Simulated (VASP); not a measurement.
VASP ran on this input.

INCAR:
```
AEXX = 0.25
ALGO = Normal
EDIFF = 1E-6
ENCUT = 400
GGA = PE
HFRCUT = -1
ISIF = 2
ISMEAR = 0
ISYM = 3
LASPH = .TRUE.
LCHARG = .FALSE.
LHFCALC = .TRUE.
LREAL = .FALSE.
LWAVE = .FALSE.
NELM = 100
PREC = Accurate
PRECFOCK = Fast
SIGMA = 0.01
SYSTEM = LiF
```

POSCAR:
```
LiF
1
    0.0000000000     2.0417150000     2.0417150000
    2.0417150000     0.0000000000     2.0417150000
    2.0417150000     2.0417150000     0.0000000000
Li F
1 1
Direct
 -0.0030690000   0.0030800000  -0.0095790000
  0.5030690000   0.4969200000   0.5095790000
```

**KPOINTS**
```
Automatic
0
Gamma
 5 5 5
```

POTCAR, in this order: Li_sv F (PBE.64 set). Program: vasp_std.

Question: Translate this PBE0 calculation to Quantum ESPRESSO's pw.x.

Answer: One equivalent input (not run):
```
&CONTROL
  calculation = 'scf'
  pseudo_dir = './pseudo'
  outdir = './out'
  tprnfor = .true.
  tstress = .false.
/
&SYSTEM
  ibrav = 0
  nat = 2
  ntyp = 2
  ecutwfc = 84
  occupations = 'smearing'
  smearing = 'gaussian'
  degauss = 0.000735
  input_dft = 'pbe0'
  nqx1 = 5
  nqx2 = 5
  nqx3 = 5
/
&ELECTRONS
  conv_thr = 7.3e-08
  electron_maxstep = 100
/
ATOMIC_SPECIES
  Li 6.940 Li.upf
  F 18.998 F.upf
CELL_PARAMETERS angstrom
     0.0000000    2.0417150    2.0417150
     2.0417150    0.0000000    2.0417150
     2.0417150    2.0417150    0.0000000
ATOMIC_POSITIONS crystal
  Li  -0.0030690  0.0030800 -0.0095790
  F    0.5030690  0.4969200  0.5095790
K_POINTS automatic
  5 5 5 0 0 0
```
The two are equivalent in intent, not identical: the potentials are each code's own (VASP's PAW set, PseudoDojo norm-conserving files in pw.x), so ENCUT and ecutwfc are chosen apart and not converted; conv_thr bounds pw.x's estimated SCF error, while EDIFF bounds the energy change between steps; the singularity of exact exchange is treated differently by default.

The structure comes from a computed database's LiF entry; how it stands against other phases isn't given here. The cell was not relaxed at this level. The k-mesh is coarse (spacing up to 0.53 per Å, 2π included), so the numbers may not be converged in it. The run is one of a series of settings (AEXX = 0.25, HFRCUT = -1, ISYM = 3, LHFCALC = .TRUE., PRECFOCK = Fast, KPOINTS 5×5×5 Γ-centred mesh against the base run), some of them coarse on purpose.
